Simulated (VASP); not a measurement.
Data:

```
CELL_PARAMETERS angstrom
      0.00000     2.99478     2.99478
      2.99478     0.00000     2.99478
      2.99478     2.99478     0.00000
ATOMIC_POSITIONS crystal
  Pb 0.00000 0.00000 0.00000
  F  0.25000 0.25000 0.25000
  F  0.75000 0.75000 0.75000
```

All values below come from PW91 GGA, VASP's PBE PAW potentials (set 64) (plane waves; VASP 6.6.1). Numerical set-up: 520 eV cut-off, Gaussian smearing of 0.050 eV, potentials Pb_d F.

Unless said otherwise, spin-orbit coupling is left out, though it shifts the bands of the heavy elements here.

Q: Give the energies of bands 8 to 17 at the high-symmetry points, in eV from the valence-band maximum.

A: 
```csv
band,Γ,X,U,L,W
8,-4.62,-6.23,-6.17,-5.77,-6.19
9,-2.30,-3.32,-3.26,-2.81,-3.48
10,-2.30,-3.32,-3.10,-2.48,-2.48
11,-2.30,-1.41,-1.90,-2.48,-2.48
12,-1.81,-1.41,-1.56,-1.98,-1.46
13,-1.81,-1.41,-1.42,-1.98,-1.35
14,-1.81,-0.14,-0.03,-0.02,0.00
15,6.72,4.41,5.28,5.03,5.99
16,6.72,7.76,6.62,7.55,5.99
17,6.72,7.76,7.75,7.55,7.43
```

The gap is indirect, 4.41 eV, from the valence maximum at W to the conduction minimum at X.

The compound is PbF2 in the fluorite structure, the β form. It was relaxed first.
